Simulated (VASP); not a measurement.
These are PBE GGA, VASP's PBE PAW potentials (set 64) (plane waves; VASP) values and carry that method's errors.

Input for VASP

### INCAR
```
# general
SYSTEM   =  CoSi2
PREC     =  Accurate
ENCUT    =  300
LREAL    =  .FALSE.
LASPH    =  .TRUE.

# electronic loop
EDIFF    =  1E-6
NELM     =  100
ALGO     =  Normal
LMAXMIX  =  4

# smearing
ISMEAR   =  -1
SIGMA    =  0.1

# functional
GGA      =  PE

# spin
ISPIN    =  2
MAGMOM   =  3.0 0.0 0.0

# ions
ISIF     =  2

# output
LWAVE    =  .FALSE.
LCHARG   =  .FALSE.
LORBIT   =  11
```

POSCAR:
```
CoSi2
1
    4.1970350000     0.0000000000     0.0000000000
   -2.0985170000     3.6347390000     0.0000000000
    0.0000000000     0.0000000000     4.5443900000
Co Si
1 2
Direct
  0.0000000000   0.0000000000   0.0000000000
  0.3333330000   0.6666670000   0.5000000000
  0.6666670000   0.3333330000   0.5000000000
```

### KPOINTS
```
Automatic mesh
0
Gamma
7 7 6
0 0 0
```

POTCAR, in this order: Co Si (PBE.64 set). Program: vasp_std.

At this cut-off the stress carries a Pulay error, which pulls relaxed volumes low.

Predict the energy per atom (σ→0), cell moment, pressure, band gap (on the k-mesh).

The energy per atom (σ→0) comes out as -4.638 eV/atom, the cell moment is 1.94 μB and the band gap (on the k-mesh) is none (metal, semimetal or under 0.01 eV). The pressure is -13.23 GPa.

### OSZICAR
```
...
DAV:  14    -0.140068031556E+02   -0.15804E-02   -0.31039E-03  2090   0.565E-01    0.214E-01
DAV:  15    -0.140090357738E+02   -0.22326E-02   -0.65861E-03  1886   0.113E+00    0.711E-02
DAV:  16    -0.140097372284E+02   -0.70145E-03   -0.39257E-04  1924   0.211E-01    0.562E-02
DAV:  17    -0.140097768097E+02   -0.39581E-04   -0.18704E-04  1968   0.201E-01    0.404E-02
DAV:  18    -0.140098086422E+02   -0.31833E-04   -0.29960E-05  2104   0.667E-02    0.169E-02
DAV:  19    -0.140098073529E+02    0.12893E-05   -0.32647E-06  2106   0.233E-02    0.481E-03
DAV:  20    -0.140098079814E+02   -0.62849E-06   -0.64043E-07  1046   0.886E-03
   1 F= -.14009808E+02 E0= -.13913674E+02  d E =-.192268E+00  mag=     1.9403
```

The structure was generated: CoSi2 was put into an ordered model structure, which need not be its known phase. The cell was not relaxed at this level.
